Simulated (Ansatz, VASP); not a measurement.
## One calculation of TaF3, two programs

```
Ta F
1.0
     3.90120    0.00000    0.00000
     0.00000    3.90120    0.00000
     0.00000    0.00000    3.90120
Ta F
1 3
Direct
  0.00000 0.00000 0.00000
  0.50000 0.00000 0.00000
  0.00000 0.50000 0.00000
  0.00000 0.00000 0.50000
```

Alike in both runs: task single point; functional PBE; k mesh 5 × 5 × 5; occupations gaussian, width 0.05 eV; collinear spin; Hubbard terms Ta d U = 7.0 eV, J = 0.9 eV.

```csv
,VASP,Ansatz
version,VASP 6.6.1,Ansatz 0.2.0
potentials or method,"VASP PAW PBE potentials, release 64 (Ta_pv, F)","scalar-relativistic, plane waves, PAW"
plane-wave cutoff (eV),520,420
valence electrons in the cell,32,34
```

```tsv
	VASP	Ansatz	Ansatz less VASP
gap on the k mesh at the Fermi level (eV)	none	none	-
net moment per atom (μB)	0.50	0.50	0.000
size of the moment on the site where the two differ most (μB)	1.61	0.79	-0.816
```

Site moments also hang on the region over which each program counts them. The programs project onto different local orbitals, so the same U acts differently. A gap of «none» marks a metal or a gap that the smearing closes. The two sets of potentials don't hold the same shells in valence. Ansatz warned: «filled_band_counts_differ_across_k_points».

 The state reached can hang on the start; a lower one may exist. Spin-orbit coupling is left out, which matters for the levels of Ta.
